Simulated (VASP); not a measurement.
OSZICAR of a VASP run on SnTe (relaxed from the rock salt structure, space group Fm-3m):

File OSZICAR:
```
       N       E                     dE             d eps       ncg     rms          rms(c)
DAV:   1     0.107451367625E+03    0.10745E+03   -0.85827E+03   566   0.136E+03
DAV:   2     0.441285937277E+00   -0.10701E+03   -0.10529E+03   602   0.319E+02
DAV:   3    -0.817675731388E+01   -0.86180E+01   -0.85531E+01   722   0.902E+01
DAV:   4    -0.838793770852E+01   -0.21118E+00   -0.21113E+00   640   0.158E+01
DAV:   5    -0.839701514019E+01   -0.90774E-02   -0.90773E-02   798   0.300E+00    0.502E+00
DAV:   6    -0.834719054712E+01    0.49825E-01   -0.11671E-01   756   0.311E+00    0.317E+00
DAV:   7    -0.834518756979E+01    0.20030E-02   -0.45110E-02   694   0.157E+00    0.690E-01
DAV:   8    -0.834446723660E+01    0.72033E-03   -0.70909E-03   674   0.838E-01    0.157E-01
DAV:   9    -0.834452685144E+01   -0.59615E-04   -0.47935E-04   678   0.224E-01    0.332E-02
DAV:  10    -0.834451690275E+01    0.99487E-05   -0.49857E-05   710   0.740E-02    0.189E-02
DAV:  11    -0.834451710797E+01   -0.20521E-06   -0.23731E-05   694   0.464E-02    0.189E-02
DAV:  12    -0.834451663579E+01    0.47218E-06   -0.23967E-06   496   0.152E-02
   1 F= -.83445166E+01 E0= -.83445166E+01  d E =-.834452E+01
       N       E                     dE             d eps       ncg     rms          rms(c)
DAV:   1    -0.834620187948E+01   -0.16848E-02   -0.36677E-02   680   0.316E+00    0.234E-01
DAV:   2    -0.834491585211E+01    0.12860E-02   -0.22107E-03   680   0.807E-01    0.977E-02
DAV:   3    -0.834460262180E+01    0.31323E-03   -0.92997E-04   686   0.477E-01    0.198E-02
DAV:   4    -0.834459186507E+01    0.10757E-04   -0.24123E-05   610   0.477E-02    0.203E-02
DAV:   5    -0.834458537906E+01    0.64860E-05   -0.40467E-06   656   0.156E-02    0.414E-03
DAV:   6    -0.834458521220E+01    0.16686E-06   -0.52331E-07   280   0.131E-02
   2 F= -.83445852E+01 E0= -.83445852E+01  d E =-.685764E-04
```

**Question.** Which electronic solver shows in the log?

**Answer.** It is blocked Davidson (ALGO = Normal, or the opening steps of other solvers). The INCAR had ALGO = Normal.

**Question.** Can the final energy be trusted as converged?

**Answer.** Self-consistency was reached. It stopped with EDIFF = 1E-6, NELM = 100, NSW = 60 and EDIFFG = -0.01 after 2 ionic steps (PBEsol GGA, plane waves, VASP's PBE PAW potentials (set 64)).

The structure was generated: SnTe was put into the rock salt type (Fm-3m), which need not be its known phase. This run relaxes it. Symmetry was kept, so distortions that lower it aren't found. The start is the result of an earlier pass.
